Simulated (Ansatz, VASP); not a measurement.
Two plane-wave programs on CsAs

The input INCAR:

```
  PREC = Accurate
  ENCUT = 520
  EDIFF = 1E-6
  ISMEAR = 0
  SIGMA = 0.1
  LREAL = False
  LASPH = True
  NELM = 100
  ALGO = Normal
  ISIF = 2
  LWAVE = False
  LCHARG = False
  GGA = PE
  NBANDS = 14
```

The input KPOINTS:

```
regular mesh
0
Gamma
  6 6 4
```

POSCAR

```
CsAs
1.0
    3.8196262200      0.0000000000      0.0000000000
   -1.9098131100      3.3078933400      0.0000000000
    0.0000000000      0.0000000000      6.0009651700
Cs As
1 1
Direct
    0.0000000000      0.0000000000      0.5437340300
    0.6666666700      0.3333333300      0.9562659700
```

Input for Ansatz:

```yaml
crystal:
  lattice:
    - [3.81962622, 0.0, 0.0]
    - [-1.90981311, 3.30789334, 0.0]
    - [0.0, 0.0, 6.00096517]
  atoms:
    - { symbol: Cs, position: [0.0, 0.0, 0.54373403] }
    - { symbol: As, position: [0.66666667, 0.33333333, 0.95626597] }
basis:
  ecutwfc: 420
kpoints:
  mp_grid: { grid: [6, 6, 4] }
hamiltonian:
  xc: pbe
scf:
  occupations: { method: gaussian, width: 0.1 }
  lower_state_search: "off"
output:
  forces: true
  stress: true
  eigenvalues: true
```

Alike in both runs: task single point; functional PBE; k mesh 6 × 6 × 4; occupations gaussian, width 0.1 eV; no spin polarisation.

|  | VASP | Ansatz |
| --- | --- | --- |
| version | VASP 6.6.1 | Ansatz 0.2.0 |
| potentials or method | VASP PAW PBE potentials, release 64 (Cs_sv, As) | scalar-relativistic, plane waves, PAW |
| plane-wave cutoff (eV) | 520 | 420 |
| valence electrons in the cell | 14 | 24 |

VASP gave:

| Item | Value |
| --- | --- |
| gap on the k mesh at the Fermi level (eV) | none |
| pressure (GPa) | 1.5 |
| largest component of the traceless stress (GPa) | 1.65 |
| rms of the force components (eV/Å) | 0.823 |

Problem. Estimate Ansatz's values.

Solution. gap on the k mesh at the Fermi level (eV): none; pressure (GPa): 1.4; largest component of the traceless stress (GPa): 1.64; rms of the force components (eV/Å): 0.810.

Atom by atom the forces differ by 0.013 eV/Å (rms over components). A gap of «none» marks a metal or a gap that the smearing closes. The two sets of potentials don't hold the same shells in valence.

Caveats: forces of over 1 eV/Å show positions far from the minimum, so gaps and moduli don't describe the material at rest. Spin-orbit coupling is left out, which matters for the levels of Cs.
